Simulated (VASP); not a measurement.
Here is the system:

```
CELL_PARAMETERS angstrom
      0.00000     2.48880     2.48880
      2.48880     0.00000     2.48880
      2.48880     2.48880     0.00000
ATOMIC_POSITIONS crystal
  Na 0.00000 0.00000 0.00000
  H  0.50000 0.50000 0.50000
```

Computed with PBE GGA, VASP's PBE PAW potentials (set 64) (plane waves; VASP). Settings: 400 eV cut-off, KSPACING 0.2 per Å, Gaussian smearing of 0.050 eV, potentials Na_pv H.

Question: Predict the energy per atom (σ→0), pressure.

Answer: 
* **energy per atom (σ→0)**: -2.535 eV/atom
* **pressure**: -2.19 GPa

The absolute energy has meaning only against runs of the same code, potentials and settings.

The compound is NaH in the rock salt structure. The cell was not relaxed at this level. The run is one of a series of settings (KGAMMA = .TRUE., KSPACING = 0.2, KPOINTS file removed against the base run), some of them coarse on purpose.
